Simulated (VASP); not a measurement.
Consider the following.

```
CELL_PARAMETERS angstrom
      1.93361    -3.34911     0.00000
      1.93361     3.34911     0.00000
      0.00000     0.00000     5.04438
ATOMIC_POSITIONS crystal
  Ni 0.00000 0.00000 0.50000
  Ni 0.00000 0.00000 0.00000
  Sb 0.33333 0.66667 0.25000
  Sb 0.66667 0.33333 0.75000
```

The numbers are results of SCAN meta-GGA, VASP's PBE PAW potentials (set 64) (plane waves; VASP), not measurements. Run with 520 eV cut-off, 9×9×6 Γ-centred mesh, first-order Methfessel-Paxton smearing of 0.10 eV, potentials Ni Sb.

Give the stress tensor in GPa (positive for a compressed cell).

```
4.19  0.00  0.00
0.00  4.19  0.00
0.00  0.00  4.18
```
The pressure is its mean diagonal, 4.19 GPa.

The compound is NiSb in the NiAs type structure. This cell is one point of a volume scan, at 0.97 of the reference volume. The run is not spin-polarised, so no magnetic state was tried.
